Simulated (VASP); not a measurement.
Consider the following.

```
CELL_PARAMETERS angstrom
     -2.00602     2.00602     2.00602
      2.00602    -2.00602     2.00602
      2.00602     2.00602    -2.00602
ATOMIC_POSITIONS crystal
  Na 0.00000 0.00000 0.00000
```

Computed with PBEsol GGA, VASP's PBE PAW potentials (set 64) (plane waves; VASP). Run with 480 eV cut-off, 12×12×12 Γ-centred mesh, first-order Methfessel-Paxton smearing of 0.10 eV, potentials Na_pv.

Task: Give the stress tensor in GPa (positive for a compressed cell).

Result: 
```
1.10  0.00  0.00
0.00  1.10  0.00
0.00  0.00  1.10
```
The pressure is its mean diagonal, 1.10 GPa.

The compound is Na in the bcc structure. This cell was strained or had an atom moved on purpose.
